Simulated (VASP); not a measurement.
# HfSi (relaxed from the CsCl type structure, space group Pm-3m): computed properties

The numbers are results of PBEsol GGA, VASP's PBE PAW potentials (set 64) (plane waves; VASP 6.6.1), not measurements.

```
Property                                                                                               Result
----------------------------------  -------------------------------------------------------------------------
space group                                                                                       Pm-3m (221)
cell                                a = 3.249 Å, b = 3.249 Å, c = 3.249 Å, α = 90.00°, β = 90.00°, γ = 90.00°
volume per atom                                                                                 17.15 Å³/atom
band gap (over mesh and band path)                                   none (metal, semimetal or under 0.01 eV)
density                                                                                           10.00 g/cm³
```

HfSi has the cubic space group Pm-3m (No. 221), the CsCl type structure, Pearson symbol cP2. Lattice parameters: a = b = c = 3.249 Å, α = β = γ = 90.00°. Hf on 1a is coordinated by 8 Si at 2.814 Å (cubic). Si on 1b has 8 Hf at 2.814 Å (cubic). (Neighbours: up to the widest gap in distance over summed covalent radii, below 1.35, at either atom; cation-cation and far metal-metal contacts left out.)

Unless said otherwise, spin-orbit coupling is left out, though it shifts the bands of the heavy elements here.

The structure was generated: HfSi was put into the CsCl type type (Pm-3m), which need not be its known phase. It was relaxed first, which changed the volume by -33 %. Symmetry was kept, so distortions that lower it aren't found.
